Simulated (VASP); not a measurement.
Method: vdW-DF2, VASP's PBE PAW potentials (set 64) (plane waves; VASP 6.6.1).

VASP ran on this input.

### KPOINTS
```
Automatic mesh
0
Gamma
11 11 11
0 0 0
```

### INCAR
```
SYSTEM  =  Na
PREC  =  Accurate; ENCUT  =  520; LREAL  =  .False.
LASPH  =  .True.
EDIFF  =  1E-6; NELM  =  100; ALGO  =  Normal
ISMEAR  =  1; SIGMA  =  0.1
GGA  =  ML; LUSE_VDW  =  .True.; AGGAC  =  0.0
ZAB_VDW  =  -1.8867
IBRION  =  2; NSW  =  60; ISIF  =  3
EDIFFG  =  -0.01
LWAVE  =  .False.; LCHARG  =  .False.
```

POSCAR:
```
Na
1
   -2.0677475702     2.0677475702     2.0677475702
    2.0677475702    -2.0677475702     2.0677475702
    2.0677475702     2.0677475702    -2.0677475702
Na
1
Direct
  0.0000000000   0.0000000000   0.0000000000
```

POTCAR, in this order: Na_pv (PBE.64 set). Program: vasp_std.

Question: Estimate the energy per atom (σ→0), band gap (on the k-mesh).

Answer: 
```yaml
energy per atom (σ→0): 0.771 eV/atom
band gap (on the k-mesh): none (metal, semimetal or under 0.01 eV)
```

OSZICAR:
```
...
DAV:   5     0.771353106571E+00   -0.41244E-04   -0.41244E-04  1029   0.212E-01    0.145E-01
DAV:   6     0.771373234547E+00    0.20128E-04   -0.76440E-04   812   0.275E-01    0.957E-02
DAV:   7     0.771090685422E+00   -0.28255E-03   -0.21378E-03   805   0.400E-01    0.161E-02
DAV:   8     0.771020066843E+00   -0.70619E-04   -0.13734E-04   917   0.153E-01    0.445E-03
DAV:   9     0.771013287636E+00   -0.67792E-05   -0.96929E-06   826   0.366E-02    0.224E-03
DAV:  10     0.771011978536E+00   -0.13091E-05   -0.45093E-06   812   0.250E-02    0.300E-04
DAV:  11     0.771011959362E+00   -0.19174E-07   -0.22019E-07   483   0.437E-03
   1 F= 0.77101196E+00 E0= 0.77114094E+00  d E =0.771012E+00
```

The compound is Na in the bcc structure. It was relaxed first, which changed the volume by -9 %. The start is the result of an earlier pass.
